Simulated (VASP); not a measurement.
OSZICAR of a VASP run on Fe (bcc):

File OSZICAR:
```
       N       E                     dE             d eps       ncg     rms          rms(c)
DAV:   1     0.155948930244E+02    0.15595E+02   -0.41814E+03  9593   0.109E+03
DAV:   2    -0.896291176388E+01   -0.24558E+02   -0.23328E+02  9292   0.130E+02
DAV:   3    -0.927335081288E+01   -0.31044E+00   -0.30972E+00 10350   0.200E+01
DAV:   4    -0.927475585949E+01   -0.14050E-02   -0.14052E-02 10126   0.124E+00
DAV:   5    -0.927476910821E+01   -0.13249E-04   -0.13253E-04  9974   0.106E-01    0.118E+01
DAV:   6    -0.830901501935E+01    0.96575E+00   -0.12543E+01  9772   0.574E+01    0.516E+00
DAV:   7    -0.825039832727E+01    0.58617E-01   -0.69959E-01  9759   0.132E+01    0.322E+00
DAV:   8    -0.824374042325E+01    0.66579E-02   -0.89489E-03 11346   0.797E-01    0.150E+00
DAV:   9    -0.823602838433E+01    0.77120E-02   -0.84256E-03 11603   0.745E-01    0.379E-01
DAV:  10    -0.823646299387E+01   -0.43461E-03   -0.18270E-03 10529   0.493E-01    0.143E-01
DAV:  11    -0.823644341336E+01    0.19581E-04   -0.18068E-04  9762   0.209E-01    0.371E-02
DAV:  12    -0.823643876668E+01    0.46467E-05   -0.55616E-06  9780   0.400E-02    0.110E-02
DAV:  13    -0.823643800834E+01    0.75834E-06   -0.10074E-06  9881   0.103E-02    0.436E-03
DAV:  14    -0.823643921617E+01   -0.12078E-05   -0.93817E-08  5008   0.427E-03    0.877E-04
DAV:  15    -0.823643949968E+01   -0.28351E-06   -0.78386E-09  4663   0.961E-04    0.219E-04
DAV:  16    -0.823643950541E+01   -0.57278E-08   -0.16143E-09  4637   0.556E-04
   1 F= -.85554682E+01 E0= -.85554682E+01  d E =0.000000E+00  mag=     2.1352
```

Task: Which electronic solver shows in the log?

Result: It is blocked Davidson (ALGO = Normal, or the opening steps of other solvers). The INCAR had ALGO = Normal.

Task: How was spin treated?

Result: Collinear spin (ISPIN = 2): the summary line carries one mag value, 2.14 μB in the cell.

Task: Can the final energy be trusted as converged?

Result: The run converged. It stopped with EDIFF = 1E-7, NELM = 100 (PBE GGA with D3 dispersion (zero damping), plane waves, VASP's PBE PAW potentials (set 64)).

The compound is Fe in the bcc structure. It was relaxed first, which changed the volume by -7 %.
